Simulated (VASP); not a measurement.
NbWS4:

```
Nb W S
1.0
     3.25000    0.00000    0.00000
    -1.62500    2.81458    0.00000
     0.00000    0.00000   13.30000
Nb W S
1 1 4
Direct
  0.00000 0.00000 0.00000
  0.33333 0.66667 0.50000
  0.33333 0.66667 0.11800
  0.33333 0.66667 0.88200
  0.00000 0.00000 0.38200
  0.00000 0.00000 0.61800
```

The cell was built by a generator and needn't be a form met in nature.

- Program: VASP 6.6.1
- Task: relaxation of cell and atoms
- Functional: PBE
- Potentials or basis: VASP PAW PBE potentials, release 64 (Nb_sv, W_sv, S)
- Cutoff: 520 eV
- k mesh: 5 × 5 × 1
- Occupations: gaussian, width 0.15 eV
- Spin: no spin polarisation

At the start: pressure 0.8 GPa; volume 20.28 Å³/atom.

How do energy, volume and symmetry change on relaxing?

Over 5 steps the energy falls by 3.3 meV/atom and the volume is 20.48 Å³/atom (+1.0 %); space group P-6m2 (No. 187, to 0.05 Å).

Step by step:
| step | energy change (eV) | largest force (eV/Å) | pressure (GPa) | volume (Å³) |
| --- | --- | --- | --- | --- |
| 1 | 0.0000 | 0.4112 | 0.78 | 121.66 |
| 2 | -0.0171 | 0.1930 | -0.69 | 123.41 |
| 3 | -0.0173 | 0.2260 | -0.73 | 123.28 |
| 4 | -0.0143 | 0.2805 | 0.92 | 122.28 |
| 5 | -0.0195 | 0.0316 | 0.10 | 122.90 |

Final structure:
```
CELL_PARAMETERS angstrom
3.26829 0.00000 0.00000
-1.63414 2.83042 0.00000
0.00000 0.00000 13.28573
ATOMIC_POSITIONS crystal
Nb 0.00000 0.00000 0.00000
W 0.33333 0.66667 0.50000
S 0.33333 0.66667 0.11914
S 0.33333 0.66667 0.88086
S 0.00000 0.00000 0.38389
S 0.00000 0.00000 0.61611
```

Caveat: the k mesh is coarse (spacing up to 0.47 Å⁻¹), so the values aren't converged; this functional lacks dispersion, which binds the layers, so the pressure and a relaxed spacing across them are unreliable.
